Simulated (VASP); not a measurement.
# CdPbSO with LDA: from relaxation to properties, part 2 of 6

What structure does CdPbSO take at this level, and what are its properties? The cell is invented: it takes the structure of a Materials Project entry for PbS (space group 187 there), with some of its atoms replaced by other elements, volume scaled by an estimate. It may not be a known or stable phase. The atoms of the start are displaced at random from the sites of a P3m1 cell.

VASP 6.6.1, plane waves and PAW; the level of theory is named at each step.

So far, gap on the k-mesh (eV): step 3 (relaxing cell and atoms (LDA)) 0.421.

**4. Second relaxation**

Level of this step: LDA; plane waves and PAW (Pb_d, Cd, S, O); invented cell (VASP).

The basis stayed that of the start cell while the cell moved. A rerun from the cell reached resets it; the error of the finite cutoff stays.

Input file INCAR:

```
SYSTEM = CdPbSO
PREC = Accurate
ENCUT = 520
EDIFF = 1E-06
NELM = 100
ISMEAR = 0
SIGMA = 0.05
LREAL = .FALSE.
ALGO = Normal
GGA = CA
NBANDS = 25
LORBIT = 11
LWAVE = .FALSE.
LCHARG = .FALSE.
KPAR = 2
IBRION = 2
NSW = 60
ISIF = 3
EDIFFG = -0.01
```

Input file POSCAR:

```
CdPbSO
1.0
    3.4820156507      0.0378345744      0.0039517592
   -1.7568881546      3.3573663190      0.4235323317
    0.0094418162      1.0267813671      6.4609951719
Pb Cd S O
1 1 1 1
Direct
    0.9504548589      0.9037962783      0.0481967048
    0.0851423704      0.1683782990      0.4892494538
    0.7119099027      0.4261472366      0.7110203258
    0.5801628679      0.1616051862      0.2504605156
```

Input file KPOINTS:

```
Automatic mesh
0
Gamma
7 7 4
0 0 0
```

PAW data sets: Pb_d, Cd, S and O (LDA family, release 64).

The run is started by

```console
mpirun -np 2 vasp_std
```

Log:

```text
[... set-up lines as in an earlier step ...]
 entering main loop
       N       E                     dE             d eps       ncg     rms          rms(c)
DAV:   1     0.362786910396E+03    0.36279E+03   -0.18266E+04  4950   0.165E+03
DAV:   2     0.121403199389E+02   -0.35065E+03   -0.33905E+03  5168   0.430E+02
DAV:   3    -0.205033635978E+02   -0.32644E+02   -0.32064E+02  6318   0.135E+02
DAV:   4    -0.214560554119E+02   -0.95269E+00   -0.95015E+00  5734   0.245E+01
DAV:   5    -0.214835309406E+02   -0.27476E-01   -0.27463E-01  6565   0.436E+00    0.122E+01
DAV:   6    -0.191537947646E+02    0.23297E+01   -0.11686E+01  7614   0.390E+01    0.975E+00
DAV:   7    -0.188447830230E+02    0.30901E+00   -0.32130E+00  5545   0.128E+01    0.571E+00
DAV:   8    -0.188174170558E+02    0.27366E-01   -0.61909E-01  5362   0.490E+00    0.150E+00
DAV:   9    -0.188118419425E+02    0.55751E-02   -0.47393E-02  7703   0.167E+00    0.296E-01
DAV:  10    -0.188114109229E+02    0.43102E-03   -0.12742E-02  6137   0.905E-01    0.122E-01
DAV:  11    -0.188113272610E+02    0.83662E-04   -0.80624E-04  6601   0.258E-01    0.459E-02
DAV:  12    -0.188113357060E+02   -0.84450E-05   -0.12300E-04  5404   0.804E-02    0.243E-02
DAV:  13    -0.188113365399E+02   -0.83387E-06   -0.57947E-06  6809   0.195E-02
   1 F= -.18811337E+02 E0= -.18811337E+02  d E =-.188113E+02
 curvature:   0.00 expect dE= 0.000E+00 dE for cont linesearch  0.000E+00
 trial: gam= 0.00000 g(F)=  0.400E-05 g(S)=  0.101E-03 ort = 0.000E+00 (trialstep = 0.100E+01)
 search vector abs. value=  0.105E-03
 bond charge predicted
       N       E                     dE             d eps       ncg     rms          rms(c)
DAV:   1    -0.188123582208E+02   -0.10225E-02   -0.30654E-02  5867   0.225E+00    0.212E-01
DAV:   2    -0.188115438527E+02    0.81437E-03   -0.29034E-03  5874   0.669E-01    0.828E-02
DAV:   3    -0.188114229734E+02    0.12088E-03   -0.44880E-04  6916   0.291E-01    0.635E-02
DAV:   4    -0.188114004853E+02    0.22488E-04   -0.90448E-05  5612   0.804E-02    0.346E-02
DAV:   5    -0.188113947909E+02    0.56944E-05   -0.18499E-05  6341   0.531E-02    0.961E-03
DAV:   6    -0.188113944908E+02    0.30012E-06   -0.40296E-06  4917   0.171E-02
   2 F= -.18811394E+02 E0= -.18811394E+02  d E =-.579508E-04
 trial-energy change:   -0.000058  1 .order   -0.000054   -0.000105   -0.000004
 step:   1.0349(harm=  1.0349)  dis= 0.00016  next Energy=   -18.811391 (dE=-0.542E-04)
 reached required accuracy - stopping structural energy minimisation
```

Elapsed: 76 s, on 2 MPI ranks of Intel Xeon Platinum 8488C (Sapphire Rapids), shared host; peak memory 0.63 GiB; 2.5 min of CPU time.

From OUTCAR (step 4):

```text
  LATTYP: Found a triclinic cell.
 ALAT       =     3.8322573808
 B/A-ratio  =     0.9086611599
 C/A-ratio  =     1.7071090613
 COS(alpha) =     0.0042692038
 COS(beta)  =     0.2498665851
 COS(gamma) =     0.4598852780

The static configuration has the point symmetry C_1 .

 Found     99 irreducible k-points:

   ENCUT  =  520.0 eV  38.22 Ry    6.18 a.u.   6.47  7.09 12.16*2*pi/ulx,y,z

   NELECT =      38.0000    total number of electrons

 E-fermi :   5.1642

 k-point     1 :       0.0000    0.0000    0.0000
  band No.  band energies     occupation
    ...
     15       2.3195      2.00000
     16       2.4658      2.00000
     17       2.8829      2.00000
     18       4.1260      2.00000
     19       4.9514      2.00000
     20       7.2606      0.00000
     21       8.8808      0.00000
     22       9.9946      0.00000
     23      11.1228      0.00000
     24      11.8970      0.00000
    ...

 k-point     2 :       0.1429   -0.0000   -0.0000
  band No.  band energies     occupation
    ...
     15       2.1999      2.00000
     16       2.7905      2.00000
     17       3.0226      2.00000
     18       3.7548      2.00000
     19       4.2153      2.00000
     20       7.6728      0.00000
     21       8.4116      0.00000
     22       9.7130      0.00000
     23      10.3745      0.00000
     24      11.8374      0.00000
    ...

  Total       -0.0051871     -0.0158393     -0.0167333     -0.0116333      0.0008966     -0.0204040
  in kB       -0.1114700     -0.3403871     -0.3595983     -0.2499993      0.0192684     -0.4384824
  external PRESSURE =      -0.2704851 kB  Pullay stress =       0.0000000 kB

  energy-cutoff  :      520.00
  volume of cell :       74.55
      direct lattice vectors                 reciprocal lattice vectors
     3.484528413  0.037301668  0.002796271     0.285369620  0.152544895 -0.024578281
    -1.758826962  3.358747505  0.424928213    -0.003195786  0.302136029 -0.048053923
     0.007127700  1.028233812  6.464481599     0.000086629 -0.019926220  0.157860794

 POSITION                                       TOTAL-FORCE (eV/Angst)
 -----------------------------------------------------------------------------------
      1.72274      3.12033      0.69828         0.001997     -0.003525      0.005919
      0.00389      1.07193      3.23463        -0.003798      0.003588      0.001716
      1.73628      2.18901      4.77946         0.002135     -0.002888     -0.005486
      1.73909      0.82207      1.68927        -0.000334      0.002825     -0.002150
 -----------------------------------------------------------------------------------
    total drift:                               -0.000037     -0.000293     -0.000048

  FREE ENERGIE OF THE ION-ELECTRON SYSTEM (eV)
  ---------------------------------------------------
  free  energy   TOTEN  =       -18.8113944908 eV

  energy  without entropy=      -18.8113944908  energy(sigma->0) =      -18.81139449

 total charge
# of ion       s       p       d       tot
------------------------------------------
    1        1.480   0.518   9.854  11.852
    2        0.409   0.306   9.583  10.298
    3        1.343   2.371   0.000   3.714
    4        1.574   3.298   0.000   4.872
--------------------------------------------------
tot          4.806   6.494  19.436  30.736

[... 4 parts as in an earlier step ...]

[... 7 further parts left out ...]
```

Little changed from the start: no atom moved by 0.005 Å and no cell edge by 0.1 %.

Numbers from this step:

```
Fermi energy                    : 5.164 eV
pressure                        : -0.02705 GPa
SCF cycles over all ionic steps : 19
gap on the k-mesh               : 0.4218 eV
least direct gap on the k-mesh  : 0.859 eV
```

It ends with a largest force of 0.007 eV/Å and a pressure of -0.03 GPa.

**5. Single point with fields (LDA)**

The relaxed cell gets a fresh self-consistent run, on a basis set for its own volume, to fix the density and to check the remaining stress.

INCAR: that of step 4 with these lines changed.

```diff
@@ -13,7 +13,5 @@
 LWAVE = .FALSE.
-LCHARG = .FALSE.
-KPAR = 2
-IBRION = 2
-NSW = 60
-ISIF = 3
-EDIFFG = -0.01
+LCHARG = .TRUE.
+ISIF = 2
+LELF = .TRUE.
+LVHAR = .TRUE.
```

Input file POSCAR:

```
CdPbSO
1.0
    3.4845284133      0.0373016679      0.0027962709
   -1.7588269619      3.3587475049      0.4249282133
    0.0071276996      1.0282338125      6.4644815989
Pb Cd S O
1 1 1 1
Direct
    0.9504448466      0.9037035568      0.0482046533
    0.0851269274      0.1684206410      0.4892614990
    0.7119320077      0.4261586888      0.7110216946
    0.5801662182      0.1616441136      0.2504391531
```

KPOINTS is that of step 4.

The run is started by

```console
mpirun -np 2 vasp_std
```

Log:

```text
[banner, memory and clock lines left out]
running    2 mpi-ranks, on    1 nodes
 distrk:  each k-point on    2 cores,    1 groups
 distr:  one band on    1 cores,    2 groups

 POSCAR found type information on POSCAR PbCdS O
 POSCAR found :  4 types and       4 ions
 LDA part: xc-table for (Slater(with rela. corr.)+CA(PZ))
 , standard interpolation
|                                                                             |
|           W    W    AA    RRRRR   N    N  II  N    N   GGGG   !!!           |
|           W    W   A  A   R    R  NN   N  II  NN   N  G    G  !!!           |
|           W    W  A    A  R    R  N N  N  II  N N  N  G       !!!           |
|           W WW W  AAAAAA  RRRRR   N  N N  II  N  N N  G  GGG   !            |
|           WW  WW  A    A  R   R   N   NN  II  N   NN  G    G                |
|           W    W  A    A  R    R  N    N  II  N    N   GGGG   !!!           |
|                                                                             |
|     The number of bands has been changed from the values supplied in        |
|     The orbitals not found in the WAVECAR file will be initialized with     |
|     random numbers, which is usually adequate. For correlated               |
|     calculations, however, you should redo the groundstate calculation.     |
|     I found NBANDS = 25. Now, NBANDS = 26.                                  |
|                                                                             |

 POSCAR, INCAR and KPOINTS ok, starting setup
 FFT: planning ... GRIDC
 FFT: planning ... GRID_SOFT
 FFT: planning ... GRID
 WAVECAR not read
 entering main loop
       N       E                     dE             d eps       ncg     rms          rms(c)
DAV:   1     0.366105824850E+03    0.36611E+03   -0.18193E+04  5148   0.160E+03
DAV:   2     0.132685924026E+02   -0.35284E+03   -0.33941E+03  5308   0.417E+02
DAV:   3    -0.204189634556E+02   -0.33688E+02   -0.32916E+02  6640   0.134E+02
DAV:   4    -0.214566661669E+02   -0.10377E+01   -0.10344E+01  5836   0.242E+01
DAV:   5    -0.214852595975E+02   -0.28593E-01   -0.28581E-01  6544   0.437E+00    0.122E+01
DAV:   6    -0.191598072795E+02    0.23255E+01   -0.10982E+01  7838   0.375E+01    0.979E+00
DAV:   7    -0.188452215973E+02    0.31459E+00   -0.31477E+00  5676   0.124E+01    0.568E+00
DAV:   8    -0.188168769542E+02    0.28345E-01   -0.61018E-01  5552   0.472E+00    0.153E+00
DAV:   9    -0.188120362611E+02    0.48407E-02   -0.41499E-02  7702   0.154E+00    0.292E-01
DAV:  10    -0.188115395165E+02    0.49674E-03   -0.11651E-02  6334   0.847E-01    0.122E-01
DAV:  11    -0.188114483004E+02    0.91216E-04   -0.74691E-04  6720   0.237E-01    0.428E-02
DAV:  12    -0.188114561328E+02   -0.78324E-05   -0.11691E-04  5742   0.767E-02    0.227E-02
DAV:  13    -0.188114570332E+02   -0.90040E-06   -0.55365E-06  6438   0.186E-02
   1 F= -.18811457E+02 E0= -.18811457E+02  d E =-.141016E-10
```

The job ended after 53 s (2 MPI ranks; peak memory 0.52 GiB; 1.7 min of CPU time).

Parts of OUTCAR (step 5):

```text
   k-points           NKPTS =     99   k-points in BZ     NKDIM =     99   number of bands    NBANDS=     26

   ENCUT  =  520.0 eV  38.22 Ry    6.18 a.u.   6.48  7.09 12.17*2*pi/ulx,y,z

   NELECT =      38.0000    total number of electrons

 E-fermi :   5.1676

 k-point     1 :       0.0000    0.0000    0.0000
  band No.  band energies     occupation
    ...
     15       2.3202      2.00000
     16       2.4666      2.00000
     17       2.8834      2.00000
     18       4.1261      2.00000
     19       4.9515      2.00000
     20       7.2606      0.00000
     21       8.8811      0.00000
     22       9.9945      0.00000
     23      11.1227      0.00000
     24      11.8971      0.00000
    ...

  Total       -0.0175266     -0.0293502     -0.0298326     -0.0114897      0.0013849     -0.0202172
  in kB       -0.3766470     -0.6307350     -0.6411023     -0.2469134      0.0297624     -0.4344677
  external PRESSURE =      -0.5494948 kB  Pullay stress =       0.0000000 kB

 POSITION                                       TOTAL-FORCE (eV/Angst)
 -----------------------------------------------------------------------------------
      1.72274      3.12033      0.69828         0.002084     -0.003739      0.005135
      0.00389      1.07193      3.23463        -0.003906      0.003660      0.002424
      1.73628      2.18901      4.77946         0.002142     -0.002768     -0.005589
      1.73909      0.82207      1.68927        -0.000319      0.002847     -0.001970
 -----------------------------------------------------------------------------------
    total drift:                                0.000088     -0.000570      0.000222

  FREE ENERGIE OF THE ION-ELECTRON SYSTEM (eV)
  ---------------------------------------------------
  free  energy   TOTEN  =       -18.8114570332 eV

  energy  without entropy=      -18.8114570331  energy(sigma->0) =      -18.81145703

[... 3 parts as in an earlier step ...]

[... 12 further parts left out ...]
```

This step gave:

* SCF cycles: 13
* bands: 26
* Fermi energy: 5.168 eV
* pressure: -0.05495 GPa
* gap on the k-mesh: 0.4217 eV
* least direct gap on the k-mesh: 0.8591 eV

Valence electrons inside each PAW sphere by angular momentum. Sphere charges, by row:

```tsv
atom	s (e)	p (e)	d (e)	tot (e)
Pb1	1.48	0.519	9.854	11.85
Cd2	0.409	0.306	9.582	10.3
S3	1.343	2.371	0	3.714
O4	1.574	3.298	0	4.871
```

ELF in the ac plane at fractional y = 0.162, with atoms of Cd and O within 0.2 Å of it. It is the smooth field of the valence electrons, not physical close to the nuclei.

Ten even steps from '_' (0.00) to '@' (0.83), each cell a mean:
```
******++--::..........::==++
++++++==--::::------::::--==
------::::--++**##**++--::::
::::..::--++%%@@@@@@%%++--::
......::==##@@@@@@@@@@##++::
......::**%%@@@@@@@@@@%%**--
......::++%%@@@@@@@@@@%%++--
......::--**%%@@@@@@%%**--::
::--::::::--++######++--::::
::..::--::::--==++==--::::--
______..--::..::::::::::::..
________::::..........::::__
________::::..........::::..
______..::....------....::::
::::::::::::==##%%##==::..::
::::::..::==%%@@@@@@%%==::..
........==%%@@%%%%%%@@%%==..
......::++%%@@##++##@@%%++::
......::++%%@@%%##%%@@%%++::
::::::..--**@@@@@@@@@@**--..
--==--::::--**%%@@%%**--::::
++++++==::..::======::::::==
******++--::..........::--++
******++==::..______..::==++
```
Columns run along a (3.5 Å), rows up along c (6.5 Å). Atoms in or near the plane, at fractional coordinates: Cd at (0.09, 0.49), O at (0.58, 0.25).

Electrostatic potential energy in the ac plane at fractional y = 0.162, with atoms of Cd and O within 0.2 Å of it. With pseudopotentials it is smooth inside the atoms' cores, unlike the true potential.

Ten even steps from '0' (-40 eV) to '9' (3 eV), each cell a mean:
```
32358999999875
65678999999987
88889999999998
99999998889999
99999988788999
99999987678999
99999987778999
98999998889999
77778999999987
66667899999876
55566899999866
55556799999766
55556799999766
55566899999876
66667899999987
77788986568998
99999940004999
99999820001899
99999830003999
98999984248999
77889999899998
54578999999986
21257999999875
10147899999874
```
Columns run along a (3.5 Å; values clipped at the 3rd and 97th percentile), rows up along c (6.5 Å). Atoms in or near the plane, at fractional coordinates: Cd at (0.09, 0.49), O at (0.58, 0.25).

Valence density in the ac plane at fractional y = 0.162, with atoms of Cd and O within 0.2 Å of it. It is the smooth field of the valence electrons, not physical close to the nuclei.

Ten even steps from '0' (0.1 e/Å³) to '9' (8.8 e/Å³), each cell a mean:
```
01000000000000
00000000000000
00000000000000
00000000000000
00000000000000
00000000000000
00000000000000
00000000000000
00000000000000
22210000000001
56531000000012
89841000000014
79841000000014
45421000000002
12110000000000
00000001210000
00000024642000
00000026863000
00000025652000
00000012221000
00000000000000
00000000000000
11100000000000
11100000000000
```
Columns run along a (3.5 Å), rows up along c (6.5 Å). Atoms in or near the plane, at fractional coordinates: Cd at (0.09, 0.49), O at (0.58, 0.25).

In this run the pressure is -0.05 GPa, small enough to go on.

(Continued in part 3 of 6.)

[Lines on the potential files, build, host, timing and source positions are cut from VASP's logs without a mark.]

[Logs are printed without paths, hosts, clocks, repeated set-up lines and the standing remarks that a program may print on its own settings, such as how far it seeks lower states.]

[Hosts, paths, dates, database ids (printed as entryN), source tags and the programs' standing remarks are cut or masked in the printed files.]

[A measured line is paired with the nearest computed mode of its activity, which favours agreement.]
